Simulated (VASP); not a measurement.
Given:

```xyz
64
Lattice="7.1466 0.0000 0.0000 0.0000 7.1466 0.0000 0.0000 0.0000 7.1466" Properties=species:S:1:pos:R:3 pbc="T T T"
C      3.5733     0.0000     0.0000
C      4.4666     0.8933     0.8933
C      5.3599     1.7866     0.0000
C      6.2532     2.6800     0.8933
C      5.3599     0.0000     1.7866
C      6.2532     0.8933     2.6800
C      0.0000     0.0000     0.0000
C      0.8933     0.8933     0.8933
C      1.7866     1.7866     0.0000
C      2.7008     2.7254     0.9035
C      3.5733     3.5733     0.0000
C      4.4463     4.4711     0.9397
C      5.3599     5.3599     0.0000
C      6.2532     6.2532     0.8933
C      1.7866     0.0000     1.7866
C      2.6604     0.8571     2.7276
C      3.5240     1.8262     1.7720
C      4.5094     2.6700     2.6768
C      5.3546     3.6142     1.8009
C      6.2272     4.4843     2.6729
C      3.5733     0.0000     3.5733
C      4.4988     0.9071     4.5164
C      5.3626     1.7611     3.5260
C      6.2723     2.6596     4.4936
C      5.3599     0.0000     5.3599
C      6.2532     0.8933     6.2532
C      0.0000     3.5733     0.0000
C      0.8933     4.4666     0.8933
C      1.7866     5.3599     0.0000
C      2.6800     6.2532     0.8933
C      0.0000     1.7866     1.7866
C      0.8665     2.7094     2.6630
C      1.7392     3.6199     1.8315
C      2.7177     4.4868     2.6474
C      3.6038     5.3486     1.8078
C      4.4455     6.2128     2.6967
C      0.0000     0.0000     3.5733
C      0.8933     0.8933     4.4666
C      1.7833     1.7496     3.5775
C      2.6480     2.6710     4.4819
C      4.4213     4.4624     4.4279
C      5.3766     5.3258     3.5997
C      6.2532     6.2532     4.4666
C      1.7866     0.0000     5.3599
C      2.6800     0.8933     6.2532
C      3.5869     1.7609     5.3877
C      4.4236     2.7067     6.2468
C      5.4068     3.6005     5.3436
C      6.2532     4.4666     6.2532
C      0.0000     5.3599     1.7866
C      0.8933     6.2532     2.6800
C      0.0000     3.5733     3.5733
C      0.9342     4.4213     4.4729
C      1.8302     5.3219     3.5726
C      2.7029     6.2924     4.4173
C      0.0000     1.7866     5.3599
C      0.8933     2.6800     6.2532
C      1.7683     3.5865     5.3313
C      2.6816     4.4786     6.2253
C      3.5632     5.3842     5.3443
C      4.4666     6.2532     6.2532
C      0.0000     5.3599     5.3599
C      0.8933     6.2532     6.2532
S      3.5317     3.5821     3.5960
```
Cell charge +1.

All values below come from PBE GGA, VASP's PBE PAW potentials (set 64) (plane waves; VASP). Numerical set-up: PREC = Normal, LREAL = Auto, ISYM = 0, NELECT = 257.0, EDIFF = 1E-5, 400 eV cut-off, 1×1×1 Γ-centred mesh, Gaussian smearing of 0.050 eV, potentials C S. Starting moments (MAGMOM): 64*0.0156. The cell's moment is fixed (NUPDOWN = 1).

At this cut-off the stress carries a Pulay error, which pulls relaxed volumes low. The cell is charged, with a uniform compensating background. The supercell is sampled at Γ alone, which is coarse: total energies, pressure and levels can be off, energies of defects by several tenths of an eV.

The ions are relaxed. Which structure does the run end with?

```xyz
64
Lattice="7.1466 0.0000 0.0000 0.0000 7.1466 0.0000 0.0000 0.0000 7.1466" Properties=species:S:1:pos:R:3 pbc="T T T"
C      3.5740     7.1454     7.1455
C      4.4691     0.8763     0.8765
C      5.3632     1.7851     7.1452
C      6.2672     2.6815     0.8821
C      5.3629     7.1449     1.7854
C      6.2668     0.8823     2.6817
C      0.0009     0.0029     0.0033
C      0.8946     0.8962     0.8964
C      1.7845     1.7866     0.0061
C      2.6830     2.6841     0.8909
C      3.5746     3.5763     7.1460
C      4.4680     4.4694     0.8879
C      5.3630     5.3645     0.0025
C      6.2537     6.2550     0.8963
C      1.7846     0.0061     1.7868
C      2.6831     0.8909     2.6845
C      3.5810     1.7591     1.7589
C      4.5734     2.5902     2.5898
C      5.3948     3.5767     1.7631
C      6.2603     4.4676     2.6843
C      3.5745     7.1462     3.5765
C      4.4680     0.8884     4.4696
C      5.3944     1.7636     3.5763
C      6.2603     2.6841     4.4679
C      5.3630     0.0027     5.3645
C      6.2539     0.8959     6.2553
C      7.1441     3.5764     7.1454
C      0.8748     4.4701     0.8770
C      1.7828     5.3644     7.1456
C      2.6797     6.2684     0.8825
C      0.0055     1.7867     1.7868
C      0.8897     2.6850     2.6849
C      1.7582     3.5827     1.7599
C      2.5892     4.5749     2.5903
C      3.5752     5.3964     1.7631
C      4.4662     6.2626     2.6842
C      7.1437     7.1457     3.5763
C      0.8749     0.8772     4.4703
C      1.7585     1.7601     3.5827
C      2.5893     2.5906     4.5752
C      4.5553     4.5572     4.5579
C      5.3796     5.3814     3.5813
C      6.2615     6.2638     4.4683
C      1.7829     7.1453     5.3643
C      2.6798     0.8823     6.2683
C      3.5753     1.7631     5.3968
C      4.4665     2.6837     6.2629
C      5.3799     3.5809     5.3817
C      6.2617     4.4683     6.2633
C      7.1432     5.3640     1.7858
C      0.8804     6.2682     2.6821
C      7.1440     3.5767     3.5767
C      0.8866     4.4695     4.4695
C      1.7617     5.3962     3.5770
C      2.6820     6.2626     4.4681
C      7.1434     1.7856     5.3642
C      0.8806     2.6820     6.2681
C      1.7618     3.5772     5.3963
C      2.6822     4.4678     6.2626
C      3.5787     5.3816     5.3819
C      4.4664     6.2635     6.2634
C      0.0012     5.3649     5.3648
C      0.8938     6.2557     6.2557
S      3.5025     3.5037     3.5035
```
Cell charge +1. The cell ends with 1.00 μB, on the first 30 sites 0.00 0.01 0.00 0.00 0.00 0.00 0.00 0.00 0.00 0.00 0.00 0.01 0.00 0.00 0.00 0.00 0.01 0.01 0.00 0.00 0.00 0.01 0.00 0.00 0.00 0.00 0.00 0.01 0.00 0.00 μB.

How much energy does the relaxation gain?

The energy (σ→0) changes by -61.2 meV/atom, in 18 ionic steps.

```
step  E(σ→0) (eV)  max force (eV/Å)  pressure (GPa)  volume (Å³)
----  -----------  ----------------  --------------  -----------
1       -570.2678            10.944            3.69       365.00
2       -566.8134             6.995            6.98       365.00
3       -573.6528             1.880            1.52       365.00
4       -573.7320             2.115            2.04       365.00
5       -574.0702             1.032            1.60       365.00
6       -574.1153             0.615            1.61       365.00
7       -574.1451             0.567            1.58       365.00
8       -574.1651             0.371            1.64       365.00
9       -574.1675             0.290            1.62       365.00
10      -574.1782             0.223            1.61       365.00
11      -574.1783             0.218            1.62       365.00
12      -574.1828             0.110            1.58       365.00
13      -574.1828             0.106            1.58       365.00
14      -574.1848             0.061            1.56       365.00
15      -574.1848             0.058            1.56       365.00
16      -574.1857             0.034            1.56       365.00
17      -574.1857             0.039            1.56       365.00
18      -574.1861             0.023            1.56       365.00
```

The cell is a supercell with a defect, built from C (diamond): S_C, charge +1.
